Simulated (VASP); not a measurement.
Output of a VASP run:

File OSZICAR:
```
...
RMM:   2    -0.282031221161E+03   -0.22071E-02   -0.27294E-02   322   0.297E-01    0.949E-02
RMM:   3    -0.282031523343E+03   -0.30218E-03   -0.37292E-03   330   0.114E-01    0.425E-02
RMM:   4    -0.282031566619E+03   -0.43276E-04   -0.59651E-04   342   0.432E-02    0.162E-02
RMM:   5    -0.282031579917E+03   -0.13298E-04   -0.12348E-04   302   0.185E-02    0.742E-03
RMM:   6    -0.282031581707E+03   -0.17898E-05   -0.14392E-05   204   0.692E-03
   7 F= -.28203158E+03 E0= -.28199406E+03  d E =-.408907E-01
       N       E                     dE             d eps       ncg     rms          rms(c)
DAV:   1    -0.282042526996E+03   -0.10947E-01   -0.50597E-01   348   0.128E+00    0.272E-01
RMM:   2    -0.282045346937E+03   -0.28199E-02   -0.35163E-02   322   0.333E-01    0.112E-01
RMM:   3    -0.282045607365E+03   -0.26043E-03   -0.46186E-03   328   0.129E-01    0.491E-02
RMM:   4    -0.282045640895E+03   -0.33530E-04   -0.72943E-04   329   0.495E-02    0.206E-02
RMM:   5    -0.282045656769E+03   -0.15874E-04   -0.17466E-04   332   0.219E-02    0.868E-03
RMM:   6    -0.282045658706E+03   -0.19370E-05   -0.19643E-05   208   0.819E-03
   8 F= -.28204566E+03 E0= -.28201135E+03  d E =-.140770E-01
       N       E                     dE             d eps       ncg     rms          rms(c)
DAV:   1    -0.282046344677E+03   -0.68791E-03   -0.51201E-02   364   0.416E-01    0.831E-02
RMM:   2    -0.282046666432E+03   -0.32175E-03   -0.38316E-03   322   0.109E-01    0.313E-02
RMM:   3    -0.282046708194E+03   -0.41762E-04   -0.51709E-04   328   0.423E-02    0.150E-02
RMM:   4    -0.282046713170E+03   -0.49765E-05   -0.84428E-05   293   0.162E-02
   9 F= -.28204671E+03 E0= -.28201281E+03  d E =-.151315E-01
       N       E                     dE             d eps       ncg     rms          rms(c)
DAV:   1    -0.282052195137E+03   -0.54869E-02   -0.25678E-01   356   0.945E-01    0.183E-01
RMM:   2    -0.282053443896E+03   -0.12488E-02   -0.16544E-02   322   0.232E-01    0.781E-02
RMM:   3    -0.282053502587E+03   -0.58690E-04   -0.20712E-03   328   0.875E-02    0.299E-02
RMM:   4    -0.282053530796E+03   -0.28210E-04   -0.35746E-04   339   0.328E-02    0.151E-02
RMM:   5    -0.282053538820E+03   -0.80240E-05   -0.68595E-05   247   0.141E-02
  10 F= -.28205354E+03 E0= -.28201688E+03  d E =-.682565E-02
       N       E                     dE             d eps       ncg     rms          rms(c)
DAV:   1    -0.282054174535E+03   -0.64374E-03   -0.60565E-02   356   0.462E-01    0.924E-02
RMM:   2    -0.282054463779E+03   -0.28924E-03   -0.39986E-03   323   0.115E-01    0.397E-02
RMM:   3    -0.282054473631E+03   -0.98517E-05   -0.50652E-04   327   0.434E-02    0.147E-02
RMM:   4    -0.282054481104E+03   -0.74737E-05   -0.87156E-05   293   0.163E-02
  11 F= -.28205448E+03 E0= -.28201698E+03  d E =-.776793E-02
       N       E                     dE             d eps       ncg     rms          rms(c)
DAV:   1    -0.282055736439E+03   -0.12628E-02   -0.80465E-02   348   0.533E-01    0.107E-01
RMM:   2    -0.282056209825E+03   -0.47339E-03   -0.59971E-03   322   0.138E-01    0.422E-02
RMM:   3    -0.282056254283E+03   -0.44458E-04   -0.78359E-04   328   0.531E-02    0.179E-02
RMM:   4    -0.282056263117E+03   -0.88341E-05   -0.13073E-04   331   0.203E-02    0.820E-03
RMM:   5    -0.282056265804E+03   -0.26869E-05   -0.25472E-05   218   0.892E-03
  12 F= -.28205627E+03 E0= -.28201872E+03  d E =-.178470E-02
```

OUTCAR:
```
------------------------ aborting loop because EDIFF is reached ----------------------------------------
  FORCE on cell =-STRESS in cart. coord.  units (eV):
  Direction    XX          YY          ZZ          XY          YZ          ZX
  --------------------------------------------------------------------------------------
  Total       16.9193067     16.2894308     16.8096377     -7.5889866      7.2135538     -9.2053149
  in kB       17.5140421     16.8620253     17.4005181     -7.8557493      7.4671195     -9.5288936
  external PRESSURE =      17.2588618 kB  Pullay stress =       0.0000000 kB
  volume of cell :     1547.77
      direct lattice vectors                 reciprocal lattice vectors
    11.567395522  0.000000000  0.000000000     0.086449884  0.000000000  0.000000000
     0.000000000 11.567395522  0.000000000     0.000000000  0.086449884  0.000000000
     0.000000000  0.000000000 11.567395522     0.000000000  0.000000000  0.086449884
 POSITION                                       TOTAL-FORCE (eV/Angst)
 -----------------------------------------------------------------------------------
      5.79304     11.56184     11.56454        -0.002306      0.009177      0.004968
      7.22888      1.45140      1.45397         0.000185      0.004836      0.007757
      8.68906      2.87603     11.56192         0.001826      0.006472     -0.004852
     10.11917      4.34190      1.45058        -0.008881     -0.007625      0.003280
      8.68906     11.55584      2.88094         0.001074      0.001277     -0.005632
     10.12019      1.45000      4.33916        -0.006285      0.001846      0.003152
      0.00835     11.55572     11.55722        -0.002120      0.006270      0.000439
      1.43807      1.45398      1.45235        -0.006659     -0.007974     -0.003928
      2.89905      2.87774     11.55609         0.001641      0.007358     -0.002143
      4.32819      4.34591      1.44681         0.001849     -0.004333     -0.000049
      5.79254      5.77066     11.55903        -0.001293      0.006527      0.001034
      7.22280      7.24245      1.44136        -0.004384     -0.012005     -0.000853
      8.68766      8.66744     11.55148        -0.001535      0.004862      0.002388
     10.11321     10.12953      1.45193         0.007563     -0.000118     -0.002626
      2.89886     11.55610      2.88031         0.002424      0.006019      0.003884
      4.32797      1.44954      4.34650         0.003975     -0.009378     -0.000551
      5.77973      2.85875      2.86099         0.002220      0.002826     -0.001112
      7.31584      4.26166      4.25992        -0.010356     -0.004014      0.005876
      8.71140      5.79258      2.85604        -0.002036     -0.001126      0.000902
     10.12408      7.24275      4.34615         0.000827     -0.008229     -0.000610
      5.79233     11.55740      5.77263        -0.000765      0.004688     -0.000980
      7.22170      1.44543      7.23867         0.000468     -0.002894     -0.004227
      8.71255      2.85444      5.79101        -0.000074      0.006654     -0.004203
     10.12557      4.34495      7.24130        -0.001220     -0.003962     -0.000339
      8.68564     11.55272      8.66723         0.000328      0.006516      0.001856
     10.11296      1.45258     10.12902         0.004517     -0.005411      0.005423
      0.00745      5.77544     11.56521        -0.001303      0.005520      0.007932
      1.43195      7.24591      1.45226         0.006488     -0.004441      0.003103
      2.89626      8.66915     11.56202         0.005632      0.006429     -0.000679
      4.32361     10.14147      1.44959        -0.001313     -0.018036     -0.000360
      0.00954      2.87826      2.87889         0.005476      0.002512     -0.001169
      1.42813      4.34703      4.34589        -0.001521     -0.001905      0.003323
      2.87641      5.76026      2.85853        -0.000147      0.001483     -0.000907
      4.23392      7.34138      4.24971        -0.010973     -0.000798     -0.001597
      5.80841      8.69342      2.85405        -0.003014      0.005546      0.000265
      7.22237     10.14180      4.34720        -0.005394     -0.005016     -0.000602
      0.00710     11.56019      5.77637        -0.001986      0.011846      0.000752
      1.43142      1.44957      7.24498         0.005676     -0.006536      0.002382
      2.87381      2.85556      5.76286         0.001307      0.008592      0.004435
      4.22607      4.24936      7.34653        -0.007771     -0.016954      0.005645
      7.32413      7.34081      7.34893         0.012767      0.008449      0.002643
      8.71066      8.69084      5.76281         0.000692      0.004016     -0.000871
     10.11846     10.13994      7.24267        -0.000354     -0.011820      0.002283
      2.89782     11.55664      8.66974         0.003397      0.001421      0.001816
      4.32345      1.44849     10.13894         0.001144     -0.006161     -0.007173
      5.80711      2.85204      8.69556        -0.004661      0.009736     -0.003010
      7.22206      4.34421     10.14418        -0.000874     -0.001016     -0.003432
      8.71433      5.75493      8.69843        -0.004423      0.006476     -0.001788
     10.12180      7.24480     10.13826        -0.002415     -0.006998     -0.005770
      0.01236      8.66907      2.87995         0.002759      0.005134      0.001464
      1.42620     10.14502      4.34152         0.002101     -0.007722      0.000020
      0.00841      5.77094      5.77267        -0.000328      0.008661     -0.001376
      1.42471      7.24035      7.23655         0.005366     -0.014257     -0.007645
      2.87076      8.69615      5.78753        -0.004435      0.008708     -0.002297
      4.32927     10.14288      7.23828         0.007876     -0.009707     -0.005394
      0.01320      2.87618      8.67097         0.001763      0.011394     -0.000088
...
```
(Selected blocks of OUTCAR.)

File POSCAR:
```
Ge63Sb
1
   11.5673955220     0.0000000000     0.0000000000
    0.0000000000    11.5673955220    -0.0000000000
   -0.0000000000    -0.0000000000    11.5673955220
Ge Sb
63 1
Direct
  0.5000000000   0.0000000000   0.0000000000
  0.6250000000   0.1250000000   0.1250000000
  0.7500000000   0.2500000000   0.0000000000
  0.8750000000   0.3750000000   0.1250000000
  0.7500000000   0.0000000000   0.2500000000
  0.8750000000   0.1250000000   0.3750000000
  0.0000000000   0.0000000000   0.0000000000
  0.1250000000   0.1250000000   0.1250000000
  0.2500000000   0.2500000000   0.0000000000
  0.3750000000   0.3750000000   0.1250000000
  0.5000000000   0.5000000000   0.0000000000
  0.6250000000   0.6250000000   0.1250000000
  0.7500000000   0.7500000000   0.0000000000
  0.8750000000   0.8750000000   0.1250000000
  0.2500000000   0.0000000000   0.2500000000
  0.3750000000   0.1250000000   0.3750000000
  0.5000000000   0.2500000000   0.2500000000
  0.6254120000   0.3791300000   0.3785110000
  0.7500000000   0.5000000000   0.2500000000
  0.8750000000   0.6250000000   0.3750000000
  0.5000000000   0.0000000000   0.5000000000
  0.6250000000   0.1250000000   0.6250000000
  0.7500000000   0.2500000000   0.5000000000
  0.8750000000   0.3750000000   0.6250000000
  0.7500000000   0.0000000000   0.7500000000
  0.8750000000   0.1250000000   0.8750000000
  0.0000000000   0.5000000000   0.0000000000
  0.1250000000   0.6250000000   0.1250000000
  0.2500000000   0.7500000000   0.0000000000
  0.3750000000   0.8750000000   0.1250000000
  0.0000000000   0.2500000000   0.2500000000
  0.1250000000   0.3750000000   0.3750000000
  0.2500000000   0.5000000000   0.2500000000
  0.3759350000   0.6266870000   0.3753570000
  0.5000000000   0.7500000000   0.2500000000
  0.6250000000   0.8750000000   0.3750000000
  0.0000000000   0.0000000000   0.5000000000
  0.1250000000   0.1250000000   0.6250000000
  0.2500000000   0.2500000000   0.5000000000
  0.3760730000   0.3791390000   0.6264630000
  0.6228970000   0.6213810000   0.6265360000
  0.7500000000   0.7500000000   0.5000000000
  0.8750000000   0.8750000000   0.6250000000
  0.2500000000   0.0000000000   0.7500000000
  0.3750000000   0.1250000000   0.8750000000
  0.5000000000   0.2500000000   0.7500000000
  0.6250000000   0.3750000000   0.8750000000
  0.7500000000   0.5000000000   0.7500000000
  0.8750000000   0.6250000000   0.8750000000
  0.0000000000   0.7500000000   0.2500000000
  0.1250000000   0.8750000000   0.3750000000
  0.0000000000   0.5000000000   0.5000000000
  0.1250000000   0.6250000000   0.6250000000
  0.2500000000   0.7500000000   0.5000000000
  0.3750000000   0.8750000000   0.6250000000
  0.0000000000   0.2500000000   0.7500000000
  0.1250000000   0.3750000000   0.8750000000
  0.2500000000   0.5000000000   0.7500000000
  0.3750000000   0.6250000000   0.8750000000
  0.5000000000   0.7500000000   0.7500000000
  0.6250000000   0.8750000000   0.8750000000
  0.0000000000   0.7500000000   0.7500000000
  0.1250000000   0.8750000000   0.8750000000
  0.4995300000   0.4975650000   0.5034080000
```

Q: Reconstruct the remaining input files.

A: Several could match; the one computed here: the input of the run itself, PBE GGA, plane waves, VASP's PBE PAW potentials (set 64).

**INCAR**
```
# general
SYSTEM   =  Ge63Sb
PREC     =  Normal
ENCUT    =  400
LREAL    =  Auto
LASPH    =  .TRUE.
ISYM     =  0
NELECT   =  256.0

# electronic loop
EDIFF    =  1E-5
NELM     =  100
NELMIN   =  4
ALGO     =  Fast
LMAXMIX  =  4

# smearing
ISMEAR   =  0
SIGMA    =  0.05

# functional
GGA      =  PE

# ions
IBRION   =  2
NSW      =  60
ISIF     =  2
EDIFFG   =  -0.03

# output
LWAVE    =  .TRUE.
LCHARG   =  .FALSE.
```

**KPOINTS**
```
Automatic mesh
0
Gamma
1 1 1
0 0 0
```

POTCAR, in this order: Ge Sb (PBE.64 set). Program: vasp_gam.

The cell is charged, with a uniform compensating background. The supercell is sampled at Γ alone, which is coarse: total energies, pressure and levels can be off, energies of defects by several tenths of an eV.

The cell is a supercell with a defect, built from Ge (diamond): Sb_Ge, charge +1. The run is not spin-polarised, so no state with unpaired spins was tried.
